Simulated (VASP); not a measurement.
An input for Quantum ESPRESSO's pw.x (written as the equivalent of a VASP run, and not itself run):

```
&CONTROL
  calculation = 'vc-relax'
  pseudo_dir = './pseudo'
  outdir = './out'
  tprnfor = .true.
  tstress = .true.
  nstep = 40
  forc_conv_thr = 0.00078
/
&SYSTEM
  ibrav = 0
  nat = 4
  ntyp = 2
  ecutwfc = 84
  occupations = 'smearing'
  smearing = 'gaussian'
  degauss = 0.003675
  input_dft = 'pz'
/
&ELECTRONS
  conv_thr = 7.3e-08
  electron_maxstep = 100
/
&IONS
/
&CELL
  press = 450
/
ATOMIC_SPECIES
  B 10.810 B.upf
  N 14.007 N.upf
CELL_PARAMETERS angstrom
     1.2249464   -2.1216704    0.0000000
     1.2249464    2.1216704    0.0000000
     0.0000000    0.0000000    4.9760095
ATOMIC_POSITIONS crystal
  B    0.3333330  0.6666670  0.2500000
  B    0.6666670  0.3333330  0.7500000
  N    0.6666670  0.3333330  0.2500000
  N    0.3333330  0.6666670  0.7500000
K_POINTS automatic
  10 10 5 0 0 0
```

Task: Translate this input to VASP (INCAR, KPOINTS, POSCAR, choice of POTCAR).

Result: This is not unique; one that fits is 
**KPOINTS**
```
Automatic mesh
0
Gamma
10 10 5
0 0 0
```

### POSCAR
```
BN
1
    1.2249464028    -2.1216703518     0.0000000000
    1.2249464028     2.1216703518     0.0000000000
    0.0000000000     0.0000000000     4.9760095108
B N
2 2
Direct
  0.3333330000   0.6666670000   0.2500000000
  0.6666670000   0.3333330000   0.7500000000
  0.6666670000   0.3333330000   0.2500000000
  0.3333330000   0.6666670000   0.7500000000
```

INCAR:
```
ALGO=Normal
EDIFF=1E-6
EDIFFG=-0.02
ENCUT=620
IBRION=2
ISIF=3
ISMEAR=0
LASPH=T
LCHARG=F
LREAL=F
LWAVE=F
NELM=100
NSW=40
PREC=Accurate
PSTRESS=450
SIGMA=0.05
SYSTEM=BN
```

POTCAR, in this order: B N (LDA.64 set). Program: vasp_std.

Limits of the translation: the potentials are each code's own (VASP's PAW set, PseudoDojo norm-conserving files in pw.x), so ENCUT and ecutwfc are chosen apart and not converted; conv_thr bounds pw.x's estimated SCF error, while EDIFF bounds the energy change between steps; forc_conv_thr acts on force components and is met together with etot_conv_thr.

The compound is BN in the hex structure. This run relaxes it under an external pressure of 45 GPa. Symmetry was kept, so distortions that lower it aren't found.
